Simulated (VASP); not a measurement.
A run of VASP 6.6.1:

File INCAR:

```
PREC = Accurate ; ENCUT = 350
EDIFF = 1E-7 ; ISMEAR = 0
SIGMA = 0.1 ; LREAL = F
LASPH = T ; NELM = 60
ALGO = Normal ; ISIF = 3
LWAVE = F ; LCHARG = F
GGA = CA ; IBRION = 2
NSW = 80 ; EDIFFG = -0.002
```

KPOINTS

```
regular mesh
0
Gamma
  10 10 10
```

Contents of POSCAR:

```
Pt
1.0
    0.0000000000      1.9609000000      1.9609000000
    1.9609000000      0.0000000000      1.9609000000
    1.9609000000      1.9609000000      0.0000000000
Pt
1
Direct
    0.0000000000      0.0000000000      0.0000000000
```

Potentials or basis: VASP PAW LDA potentials, release 64 (Pt).

Command:

```bash
$ cat potpaw_LDA.64/Pt/POTCAR > POTCAR
$ mpirun -np 1 vasp_std > vasp.out
```

Hardware: 1 thread of Intel(R) Xeon(R) Platinum 8259CL CPU @ 2.50GHz (Skylake/Cascade Lake), with other jobs on the host.

**Question.** Estimate the wall time of this run.

**Answer.** It took 12 s on 1 thread of Intel(R) Xeon(R) Platinum 8259CL CPU @ 2.50GHz (Skylake/Cascade Lake), on a shared host, peak memory 0.12 GiB. Counts: scf iterations 29, k points 47, ion steps 4.
